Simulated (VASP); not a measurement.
Set up this calculation in VASP 6.6.1, as the native input.

```
Task                   : single point
Functional             : PBEsol
Potentials or basis    : VASP PAW PBE potentials, release 64 (Mg, Li_sv)
Cutoff                 : 520 eV
k mesh                 : 3 × 2 × 3
Occupations            : fermi-dirac, width 0.1 eV
Spin                   : no spin polarisation
Dipole correction      : no
Further INCAR settings : ALGO = Normal; EDIFF = 1e-06; NBANDS = 26
```

The structure of LiMg12 (a cell with a defect) lies in POSCAR:

```
LiMg12
1.0
    6.4200000000      0.0000000000      0.0000000000
   -4.8150000000      8.3398250000      0.0000000000
    0.0000000000      0.0000000000      5.2130400000
Mg Li
12 1
Direct
   -0.0526104970     -0.0911649825     -0.0819099796
    0.1211893729      0.2205681774      0.5755566809
   -0.0648522663      0.3709550260      0.0686547581
    0.2529426583      0.5407667427      0.6110062459
   -0.0246859244      0.6728798266     -0.0122193576
    0.2261891825      0.8528836037      0.4140770069
    0.4959013547     -0.0479986091     -0.1044879763
    0.6591014005      0.2462161976      0.5979620337
    0.4254165687      0.3836291529     -0.0450600801
    0.7383145218      0.5598918443      0.5029694765
    0.4694204604      0.6732875090      0.1124871476
    0.7445582853      0.9486529993      0.4045240397
    0.3639369121      0.1279283438      0.1216564615
```

The cell was built by a generator and needn't be a form met in nature.

One way to write it, as run:

INCAR

```
  PREC = Accurate
  ENCUT = 520
  EDIFF = 1E-6
  ISMEAR = -1
  SIGMA = 0.1
  LREAL = False
  LASPH = True
  NELM = 80
  ALGO = Normal
  ISIF = 2
  LWAVE = False
  LCHARG = False
  GGA = PS
  NBANDS = 26
```

KPOINTS

```
regular mesh
0
Gamma
  3 2 3
```

Potentials or basis: VASP PAW PBE potentials, release 64 (Mg, Li_sv).

Command:

```bash
$ cat potpaw_PBE.64/Mg/POTCAR potpaw_PBE.64/Li_sv/POTCAR > POTCAR
$ mpirun -np 1 vasp_std > vasp.out
```

Results of the run:

The largest force is 2.161 eV/Å. The band gap on the k mesh is none (metal or under the smearing width).

Caveat: the k mesh is coarse (spacing up to 0.40 Å⁻¹), so the values aren't converged; the PAW data sets were made with another functional, which shifts forces and pressure a little.

It took 110 s on 1 thread of Intel(R) Xeon(R) Platinum 8488C (Sapphire Rapids), with other jobs on the host, peak memory 0.36 GiB.
